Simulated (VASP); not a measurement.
Input:

```
CELL_PARAMETERS angstrom
      1.67030    -2.89304     0.00000
      1.67030     2.89304     0.00000
      0.00000     0.00000    17.59618
ATOMIC_POSITIONS crystal
  W  0.33333 0.66667 0.25000
  W  0.66667 0.33333 0.75000
  Se 0.33333 0.66667 0.84556
  Se 0.66667 0.33333 0.34556
  Se 0.66667 0.33333 0.15444
  Se 0.33333 0.66667 0.65444
```

The numbers are results of revPBE GGA, VASP's PBE PAW potentials (set 64) (plane waves; VASP), not measurements. Run with 520 eV cut-off, 9×9×2 Γ-centred mesh, tetrahedra with Blöchl corrections, potentials W_sv Se.

The cores are frozen, which limits the accuracy of field gradients. Without a dispersion term in the relaxation, distances and binding between the weakly bound layers, chains or molecules are unreliable, and so is what depends on them.

Question: Give the principal components of the electric field gradient (V/Å²) and the asymmetry η at each nucleus.

Answer: 
| atom | Vxx | Vyy | Vzz | η |
|---|---|---|---|---|
| W1 | 75.3 | 75.3 | -150.6 | 0.00 |
| W2 | 75.3 | 75.3 | -150.6 | 0.00 |
| Se3 | 41.3 | 41.3 | -82.6 | 0.00 |
| Se4 | 41.3 | 41.3 | -82.6 | 0.00 |
| Se5 | 41.3 | 41.3 | -82.6 | 0.00 |
| Se6 | 41.3 | 41.3 | -82.6 | 0.00 |

The compound is WSe2 in the 2H layered structure. It was relaxed first, which changed the volume by +41 %.
